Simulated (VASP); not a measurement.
The cell holds one Nb (bcc) (111) slab, with vacuum along c, ions free to move until forces fall under 0.03 eV/Å, no reconstruction beyond this cell, dipole correction on.

Given:

```yaml
crystal:
  lattice:
    - [4.62369, 0.00000, 0.00000]
    - [-2.31184, 4.00423, 0.00000]
    - [0.00000, 0.00000, 24.29915]
  atoms:
    - { symbol: Nb, position: [0.00000, 0.00000, 0.33749] }
    - { symbol: Nb, position: [0.66667, 0.33333, 0.36771] }
    - { symbol: Nb, position: [0.33333, 0.66667, 0.40042] }
    - { symbol: Nb, position: [0.00000, 0.00000, 0.44339] }
    - { symbol: Nb, position: [0.66667, 0.33333, 0.48161] }
    - { symbol: Nb, position: [0.33333, 0.66667, 0.51839] }
    - { symbol: Nb, position: [0.00000, 0.00000, 0.55661] }
    - { symbol: Nb, position: [0.66667, 0.33333, 0.59958] }
    - { symbol: Nb, position: [0.33333, 0.66667, 0.63229] }
    - { symbol: Nb, position: [0.00000, 0.00000, 0.66251] }
```

The numbers are results of PBEsol GGA, VASP's PBE PAW potentials (set 64) (plane waves; VASP), not measurements. Run with 400 eV cut-off, 7×7×1 Γ-centred mesh, first-order Methfessel-Paxton smearing of 0.10 eV, potentials Nb_sv.

Slab and bulk use different k-meshes, so the surface energy is good to a few per cent at best.

Predict its surface energy, work function, band gap (on the k-mesh).

The surface energy is 2.69 J/m² and the work function is 3.88 eV. The band gap (on the k-mesh) comes out as none (metal, semimetal or under 0.01 eV).

Measured: work function 4.08 eV (computed value off by -0.20 eV), as given by Richard Tran et al., Surface Science (2019), arXiv:1902.07811.

The cell is a thin slab with vacuum, built from Nb (bcc): (111) face.
